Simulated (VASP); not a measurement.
Given:

```xyz
2
Lattice="0.0000 2.7381 2.7381 2.7381 0.0000 2.7381 2.7381 2.7381 0.0000" Properties=species:S:1:pos:R:3 pbc="T T T"
Mg     0.0000     0.0000     0.0000
Se     2.7381     2.7381     2.7381
```

Calculation: rev-vdW-DF2, VASP's PBE PAW potentials (set 64) (plane waves; VASP). Numerical set-up: 520 eV cut-off, 8×8×8 Γ-centred mesh, Gaussian smearing of 0.050 eV, potentials Mg Se.

Problem. What does the run give for the energy per atom (σ→0), band gap (on the k-mesh) with the smallest direct gap where there is one?

Solution. 
```
Item                                         Result
-----------------------------------  --------------
band gap (on the k-mesh)                    1.78 eV
smallest direct gap (on the k-mesh)         2.51 eV
energy per atom (σ→0)                -2.492 eV/atom
```

Total energies compare only between runs with the same potentials, cut-off and functional.

The compound is MgSe in the rock salt structure. It was relaxed first.
